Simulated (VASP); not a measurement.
# AlNiC (I4_1md) in VASP: further runs

The runs below take AlNiC through single point, with PBE.

Everything below comes from runs of VASP 6.6.1. Logs are shortened: lines on timing, memory, paths and dates and some standing lists are left out, and cuts for length are marked.

**1. Starting point**

The structure is tetragonal, space group I4_1md (No. 109). The conventional cell has a = 3.402 Å, b = 3.402 Å, c = 11.711 Å, α = 90.00°, β = 90.00°, γ = 90.00°. Ni (site symmetry 2mm) has 6 Al at 2.57 to 2.61 Å and 6 C at 2.59 Å as nearest neighbours. Al (site symmetry 2mm) has 3 C at 1.95 to 1.97 Å as nearest neighbours. C (site symmetry 2mm) is surrounded by 3 Al at 1.95 to 1.97 Å.

The cell was built by a generator and needn't be a form met in nature.

**2. Single point, PBE**

File INCAR:

```
SYSTEM = AlNiC
ALGO = Fast ; EDIFF = 1E-7
ENCUT = 520 ; GGA = PE
ISIF = 2 ; ISMEAR = -1
LASPH = .True. ; LCHARG = .False.
LREAL = .False. ; LWAVE = .False.
NBANDS = 26 ; NELM = 100
PREC = Accurate ; SIGMA = 0.1
```

File KPOINTS:

```
k-points
0
Gamma
  6 6 6
  0 0 0
```

File POSCAR:

```
AlNiC
1.0
    0.0000000000      3.4022370000      0.0000000000
    3.4022370000      0.0000000000      0.0000000000
    1.7011190000      1.7011190000     -5.8555690000
Ni Al C
2 2 2
Direct
    0.5829000000      0.5829000000      0.8342000000
    0.3329000000      0.8329000000      0.3342000000
    0.1686000000      0.1686000000      0.6628000000
    0.9186000000      0.4186000000      0.1628000000
    0.0000000000      0.0000000000      0.0000000000
    0.7500000000      0.2500000000      0.5000000000
```

Potentials or basis: VASP PAW PBE potentials, release 64 (Ni, Al, C).

Run with:

```console
$ cat potpaw_PBE.64/Ni/POTCAR potpaw_PBE.64/Al/POTCAR potpaw_PBE.64/C/POTCAR > POTCAR
$ mpirun -np 1 vasp_std > vasp.out
```

OUTCAR:

```text
SYSTEM = AlNiC
   EDIFF = 1E-7
   ENCUT = 520
   GGA = PE
   ISIF = 2
   ISMEAR = -1
   LASPH = .True.
   LREAL = .False.
   NELM = 100
   PREC = Accurate

 ion  position               nearest neighbor table
   1  0.583  0.583  0.834-   4 2.57   4 2.57   3 2.61   3 2.61   3 2.61   3 2.61
   2  0.333  0.833  0.334-   3 2.57   3 2.57   4 2.61   4 2.61   4 2.61   4 2.61
   3  0.169  0.169  0.663-   6 1.95   6 1.95   5 1.97   2 2.57   2 2.57   1 2.61   1 2.61   1 2.61
                             1 2.61
   4  0.919  0.419  0.163-   5 1.95   5 1.95   6 1.97   1 2.57   1 2.57   2 2.61   2 2.61   2 2.61
                             2 2.61
   5  0.000  0.000  0.000-   4 1.95   4 1.95   3 1.97
   6  0.750  0.250  0.500-   3 1.95   3 1.95   4 1.97

  LATTYP: Found a body centered tetragonal cell.
 ALAT       =     3.4022370000
 C/A-ratio  =     3.4421875960

  Lattice vectors:

 A1 = (  -1.7011190000,   1.7011180000,   5.8555690000)
 A2 = (   1.7011180000,  -1.7011190000,   5.8555690000)
 A3 = (   1.7011190000,   1.7011190000,  -5.8555690000)

Analysis of symmetry for initial positions (statically):
=====================================================================
 Subroutine PRICEL returns:
 Original cell was already a primitive cell.

 Routine SETGRP: Setting up the symmetry group for a
 body centered tetragonal supercell.

 Subroutine GETGRP returns: Found  8 space group operations
 (whereof  4 operations were pure point group operations)
 out of a pool of 16 trial point group operations.

The static configuration has the point symmetry C_2v.
 The point group associated with its full space group is C_4v.

Analysis of symmetry for dynamics (positions and initial velocities):
=====================================================================
 Subroutine PRICEL returns:
 Original cell was already a primitive cell.

 Routine SETGRP: Setting up the symmetry group for a
 body centered tetragonal supercell.

 Subroutine GETGRP returns: Found  8 space group operations
 (whereof  4 operations were pure point group operations)
 out of a pool of 16 trial point group operations.

The dynamic configuration has the point symmetry C_2v.
 The point group associated with its full space group is C_4v.

 Subroutine INISYM returns: Found  8 space group operations
 (whereof  4 operations are pure point group operations),
 and found     1 'primitive' translations

----------------------------------------------------------------------------------------

                                     Primitive cell

  volume of cell :      67.7795

  direct lattice vectors                    reciprocal lattice vectors
     0.000000000  3.402237000  0.000000000     0.000000000  0.293924262  0.085388823
     3.402237000  0.000000000  0.000000000     0.293924262  0.000000000  0.085388823
     1.701119000  1.701119000 -5.855569000     0.000000000  0.000000000 -0.170777597

  length of vectors
     3.402237000  3.402237000  6.330505510     0.306076335  0.306076335  0.170777597

  position of ions in fractional coordinates (direct lattice)
     0.582900000  0.582900000  0.834200000
     0.332900000  0.832900000  0.334200000
     0.168600000  0.168600000  0.662800000
     0.918600000  0.418600000  0.162800000
     0.000000000  0.000000000  0.000000000
     0.750000000  0.250000000  0.500000000

  ion indices of the primitive-cell ions
   primitive index   ion index
                 1           1
                 2           2
                 3           3
                 4           4
                 5           5
                 6           6

----------------------------------------------------------------------------------------

 KPOINTS: k-points

Automatic generation of k-mesh.
 Grid dimensions read from file:
 generate k-points for:    6    6    6

 Generating k-lattice:

  Cartesian coordinates                     Fractional coordinates (reciprocal lattice)
     0.000000000  0.048987377  0.014231471     0.166666667  0.000000000  0.000000000
     0.048987377  0.000000000  0.014231471     0.000000000  0.166666667  0.000000000
     0.000000000  0.000000000 -0.028462933     0.000000000  0.000000000  0.166666667

  Length of vectors
     0.051012723  0.051012723  0.028462933

  Shift w.r.t. Gamma in fractional coordinates (k-lattice)
     0.000000000  0.000000000  0.000000000

 Subroutine IBZKPT returns following result:
 ===========================================

 Found     30 irreducible k-points:

 Following reciprocal coordinates:
            Coordinates               Weight
  0.000000  0.000000  0.000000      1.000000
  0.166667  0.000000 -0.000000      8.000000
  0.333333  0.000000 -0.000000      8.000000
  0.500000  0.000000  0.000000      4.000000
  0.166667  0.166667 -0.000000      8.000000
  0.333333  0.166667 -0.000000     16.000000
[... 16 lines left out ...]
 -0.333333 -0.333333  0.166667      4.000000
 -0.166667 -0.333333  0.166667     16.000000
 [... further k-points ...]
   k-points           NKPTS =     30   k-points in BZ     NKDIM =     30   number of bands    NBANDS=     26
   number of dos      NEDOS =    301   number of ions     NIONS =      6
   total plane-waves  NPLWV =  37632
   dimension x,y,z NGX =    28 NGY =   28 NGZ =   48
   dimension x,y,z NGXF=    56 NGYF=   56 NGZF=   96
   ions per type =               2   2   2
   NGX,Y,Z   is equivalent  to a cutoff of  13.68, 13.68, 12.61 a.u.
   NGXF,Y,Z  is equivalent  to a cutoff of  27.36, 27.36, 25.21 a.u.
 SYSTEM =  AlNiC
   PREC   = accura    normal or accurate (medium, high low for compatibility)
   ISTART =      0    job   : 0-new  1-cont  2-samecut
   ICHARG =      2    charge: 1-file 2-atom 10-const
   ISPIN  =      1    spin polarized calculation?
   LNONCOLLINEAR =      F non collinear calculations
   LSORBIT =      F    spin-orbit coupling
   LASPH  =      T    aspherical Exc in radial PAW
   ENCUT  =  520.0 eV  38.22 Ry    6.18 a.u.   6.33  6.33 11.77*2*pi/ulx,y,z
   NELM   =    100;   NELMIN=  2; NELMDL= -5     # of ELM steps
   EDIFF  = 0.1E-06   stopping-criterion for ELM
   LREAL  =      F    real-space projection
   EDIFFG = 0.1E-05   stopping-criterion for IOM
   NSW    =      0    number of steps for IOM
   IBRION =     -1    ionic relax: 0-MD 1-quasi-New 2-CG
   NFREE  =      0    steps in history (QN), initial steepest desc. (CG)
   ISIF   =      2    stress and relaxation
   ISYM   =      2    0-nonsym 1-usesym 2-fastsym
   POTIM  = 0.5000    time-step for ionic-motion
   TEBEG  =    0.0;   TEEND  =   0.0 temperature during run
   PSTRESS=    0.0 pullay stress
   NELECT =      34.0000    total number of electrons
   NUPDOWN=      -1.0000    fix difference up-down
   EMIN   =  10.00;   EMAX   =-10.00  energy-range for DOS
   EFERMI =   0.00;   METHOD = LEGACY
   ISMEAR =    -1;   SIGMA  =   0.10  broadening in eV -4-tet -1-fermi 0-gaus
   EFERMI_NEDOS =   21; number of points for ismear=-14 and -15
   IALGO  =     68    algorithm
   IMIX   =      4    mixing-type and parameters
     AMIX     =   0.40;   BMIX     =  1.00
     AMIX_MAG =   1.60;   BMIX_MAG =  1.00
  volume/ion in A,a.u.               =      11.30        76.23
  Fermi-wavevector in a.u.,A,eV,Ry     =   1.300774  2.458106 23.021222  1.692012
  Thomas-Fermi vector in A             =   2.431951
   LORBIT       =      0    0 simple, 1 ext, 2 COOP (PROOUT), +10 PAW based schemes
   GGA     = PE    functional components
   LHFCALC =     F    Hartree Fock is set to
   AEXX    =    0.0000 exact exchange contribution
   IVDW    =     0    specifies the selected vdW correction
   LEPSILON=     F    determine dielectric tensor
   LRPA    =     F    only Hartree local field effects (RPA)
 non-spin polarized calculation
 RMM-DIIS sequential band-by-band and
  energy-cutoff  :      520.00
  volume of cell :       67.78
 maximum number of plane-waves:      1842
 NGX is ok and might be reduce to    28
   NGX = 13   NGY = 13   NGZ = 23

 number of electron      34.0000012 magnetization

 Free energy of the ion-electron system (eV)
  ---------------------------------------------------
  ext. energy  EPLUGINS =         0.00000000
  ---------------------------------------------------
  free energy    TOTEN  =       -32.83367941 eV

  energy without entropy =      -32.71929308  energy(sigma->0) =      -32.77648625

 E-fermi :   7.9861     XC(G=0): -11.6017

 val. band max:        7.9786102328   @ k =  -0.1667  -0.1667   0.3333
 cond. band min:       8.0040082439   @ k =   0.3333   0.3333  -0.0000
 fundamental gap:      0.0253980111
 Fermi energy:         7.9860989149

 k-point     1 :       0.0000    0.0000    0.0000
  band No.  band energies     occupation
      1      -5.3627      2.00000
      2      -3.1443      2.00000
      3       0.2434      2.00000
      4       4.9842      2.00000
      5       4.9842      2.00000
      6       5.0360      2.00000
[... 18 lines left out ...]
     25      16.0670      0.00000
     26      16.0674      0.00000

 k-point     2 :       0.1667    0.0000   -0.0000
  band No.  band energies     occupation
      1      -5.0820      2.00000
      2      -3.0730      2.00000
      3       0.6172      2.00000
      4       3.4239      2.00000
      5       4.4742      2.00000
      6       4.9248      2.00000
[... 18 lines left out ...]
     25      15.6861      0.00000
     26      15.9415      0.00000

 k-point     3 :       0.3333    0.0000   -0.0000
  band No.  band energies     occupation
      1      -4.3487      2.00000
      2      -2.9103      2.00000
      3       1.1566      2.00000
      4       1.7460      2.00000
      5       3.2988      2.00000
      6       4.7848      2.00000
[... 572 lines left out ...]
 k-point    23 :      -0.3333   -0.3333    0.1667
  band No.  band energies     occupation
      1      -3.0946      2.00000
      2      -3.0946      2.00000
      3       1.8821      2.00000
      4       1.8821      2.00000
      5       3.6340      2.00000
      6       3.6340      2.00000
[... 18 lines left out ...]
     25      16.0692      0.00000
     26      16.0713      0.00000

 k-point    24 :      -0.1667   -0.3333    0.1667
  band No.  band energies     occupation
      1      -3.7679      2.00000
      2      -3.3206      2.00000
      3       1.3144      2.00000
      4       2.5352      2.00000
      5       3.5901      2.00000
      6       4.0243      2.00000
[... 18 lines left out ...]
     25      15.6145      0.00000
     26      15.7362      0.00000

 [... further k-points ...]

------------------------ aborting loop because EDIFF is reached ----------------------------------------

  FORCE on cell =-STRESS in cart. coord.  units (eV):
  Direction    XX          YY          ZZ          XY          YZ          ZX
  --------------------------------------------------------------------------------------
  -------------------------------------------------------------------------------------
  Total       -0.6218936     -0.6218936     -0.8923840     -0.0000000      0.0000001      0.0000001
  in kB      -14.7003748    -14.7003748    -21.0942528     -0.0000000      0.0000018      0.0000018
  external PRESSURE =     -16.8316675 kB  Pullay stress =       0.0000000 kB

 VOLUME and BASIS-vectors are now :
 -----------------------------------------------------------------------------
  energy-cutoff  :      520.00
  volume of cell :       67.78
      direct lattice vectors                 reciprocal lattice vectors
     0.000000000  3.402237000  0.000000000     0.000000000  0.293924262  0.085388823
     3.402237000  0.000000000  0.000000000     0.293924262  0.000000000  0.085388823
     1.701119000  1.701119000 -5.855569000     0.000000000  0.000000000 -0.170777597

 POSITION                                       TOTAL-FORCE (eV/Angst)
 -----------------------------------------------------------------------------------
      3.40224      3.40224     -4.88472        -0.000000     -0.000000      0.367216
      3.40224      1.70112     -1.95693        -0.000000     -0.000000      0.367216
      1.70112      1.70112     -3.88107         0.000000      0.000000     -0.298490
      1.70112      3.40224     -0.95329         0.000000      0.000000     -0.298490
      0.00000      0.00000      0.00000         0.000000      0.000000     -0.068726
      1.70112      3.40224     -2.92778         0.000000      0.000000     -0.068726
 -----------------------------------------------------------------------------------
    total drift:                                0.000026      0.000026      0.000204

  FREE ENERGIE OF THE ION-ELECTRON SYSTEM (eV)
  ---------------------------------------------------
  free  energy   TOTEN  =       -32.8336794096 eV

  energy  without entropy=      -32.7192930813  energy(sigma->0) =      -32.77648625
```

It took 62 s on 1 thread of Intel Xeon Platinum 8488C (Sapphire Rapids), shared host; peak memory 0.21 GiB.

What came out:

```yaml
Free_energy: -32.8337 eV
Pressure: -1.7 GPa
Largest_force: 0.367 eV/Å
Band_gap_on_the_k_mesh: none (metal or under the smearing width)
```

Forces on the atoms (eV/Å):
```
Ni   0.000  0.000  0.367
Ni   0.000  0.000  0.367
Al   0.000  0.000 -0.298
Al   0.000  0.000 -0.298
C    0.000  0.000 -0.069
C    0.000  0.000 -0.069
```

Stress tensor (GPa, compression positive):
```
-1.47  0.00  0.00
 0.00 -1.47  0.00
 0.00  0.00 -2.11
```

Spin polarisation is off, so any magnetic state and its effect on volume and gap are missing.

**3. Single point, PBE**

File INCAR:

```
PREC = Accurate
ENCUT = 520
EDIFF = 1E-6
ISMEAR = -1
SIGMA = 0.1
LREAL = False
LASPH = True
NELM = 60
ALGO = Normal
ISIF = 2
LWAVE = False
LCHARG = True
GGA = PE
LELF = True
LVHAR = True
NBANDS = 26
```

File KPOINTS:

```
Automatic mesh
0
Gamma
  6 6 6
```

POSCAR is that of step 2.

Potentials or basis: VASP PAW PBE potentials, release 64 (Ni, Al, C).

Run with:

```console
$ cat potpaw_PBE.64/Ni/POTCAR potpaw_PBE.64/Al/POTCAR potpaw_PBE.64/C/POTCAR > POTCAR
$ mpirun -np 1 vasp_std > vasp.out
```

OUTCAR:

```text
PREC = Accurate
   ENCUT = 520
   EDIFF = 1E-6
   ISMEAR = -1
   LREAL = False
   LASPH = True
   NELM = 60
   ISIF = 2
   GGA = PE

 ion  position               nearest neighbor table
   1  0.583  0.583  0.834-   4 2.57   4 2.57   3 2.61   3 2.61   3 2.61   3 2.61
   2  0.333  0.833  0.334-   3 2.57   3 2.57   4 2.61   4 2.61   4 2.61   4 2.61
   3  0.169  0.169  0.663-   6 1.95   6 1.95   5 1.97   2 2.57   2 2.57   1 2.61   1 2.61   1 2.61
                             1 2.61
   4  0.919  0.419  0.163-   5 1.95   5 1.95   6 1.97   1 2.57   1 2.57   2 2.61   2 2.61   2 2.61
                             2 2.61
   5  0.000  0.000  0.000-   4 1.95   4 1.95   3 1.97
   6  0.750  0.250  0.500-   3 1.95   3 1.95   4 1.97

  LATTYP: Found a body centered tetragonal cell.
 ALAT       =     3.4022370000
 C/A-ratio  =     3.4421875960

  Lattice vectors:

 A1 = (  -1.7011190000,   1.7011180000,   5.8555690000)
 A2 = (   1.7011180000,  -1.7011190000,   5.8555690000)
 A3 = (   1.7011190000,   1.7011190000,  -5.8555690000)

Analysis of symmetry for initial positions (statically):
=====================================================================
[... 188 lines left out ...]
 Fermi energy:         7.9859836142

 k-point     1 :       0.0000    0.0000    0.0000
  band No.  band energies     occupation
      1      -5.3625      2.00000
      2      -3.1441      2.00000
      3       0.2435      2.00000
      4       4.9843      2.00000
      5       4.9843      2.00000
      6       5.0360      2.00000
[... 685 lines left out ...]
     25      15.6144      0.00000
     26      15.7338      0.00000

 [... further k-points ...]

------------------------ aborting loop because EDIFF is reached ----------------------------------------

  FORCE on cell =-STRESS in cart. coord.  units (eV):
  Direction    XX          YY          ZZ          XY          YZ          ZX
  --------------------------------------------------------------------------------------
  -------------------------------------------------------------------------------------
  Total       -0.5894316     -0.5894316     -0.8576356     -0.0000000      0.0000001      0.0000001
  in kB      -13.9330369    -13.9330369    -20.2728664     -0.0000000      0.0000017      0.0000017
  external PRESSURE =     -16.0463134 kB  Pullay stress =       0.0000000 kB

 VOLUME and BASIS-vectors are now :
 -----------------------------------------------------------------------------
  energy-cutoff  :      520.00
  volume of cell :       67.78
      direct lattice vectors                 reciprocal lattice vectors
     0.000000000  3.402237000  0.000000000     0.000000000  0.293924262  0.085388823
     3.402237000  0.000000000  0.000000000     0.293924262  0.000000000  0.085388823
     1.701119000  1.701119000 -5.855569000     0.000000000  0.000000000 -0.170777597

 POSITION                                       TOTAL-FORCE (eV/Angst)
 -----------------------------------------------------------------------------------
      3.40224      3.40224     -4.88472        -0.000000     -0.000000      0.367173
      3.40224      1.70112     -1.95693        -0.000000     -0.000000      0.367173
      1.70112      1.70112     -3.88107         0.000000      0.000000     -0.298595
      1.70112      3.40224     -0.95329         0.000000      0.000000     -0.298595
      0.00000      0.00000      0.00000         0.000000      0.000000     -0.068578
      1.70112      3.40224     -2.92778         0.000000      0.000000     -0.068578
 -----------------------------------------------------------------------------------
    total drift:                                0.000026      0.000026      0.000493

  FREE ENERGIE OF THE ION-ELECTRON SYSTEM (eV)
  ---------------------------------------------------
  free  energy   TOTEN  =       -32.8336795829 eV

  energy  without entropy=      -32.7193068367  energy(sigma->0) =      -32.77649321
```

Wall time 58 s (1 thread of Intel Xeon Platinum 8488C (Sapphire Rapids), shared host); peak memory 0.21 GiB.

Results:

| Property | Result |
| --- | --- |
| Free energy | -32.8337 eV |
| Pressure | -1.6 GPa |
| Largest force | 0.367 eV/Å |
| Band gap on the k mesh | none (metal or under the smearing width) |

Forces on the atoms (eV/Å):
```
Ni   0.000  0.000  0.367
Ni   0.000  0.000  0.367
Al   0.000  0.000 -0.299
Al   0.000  0.000 -0.299
C    0.000  0.000 -0.069
C    0.000  0.000 -0.069
```

Stress tensor (GPa, compression positive):
```
-1.39  0.00  0.00
 0.00 -1.39  0.00
 0.00  0.00 -2.03
```

[end of part 1 of 2]
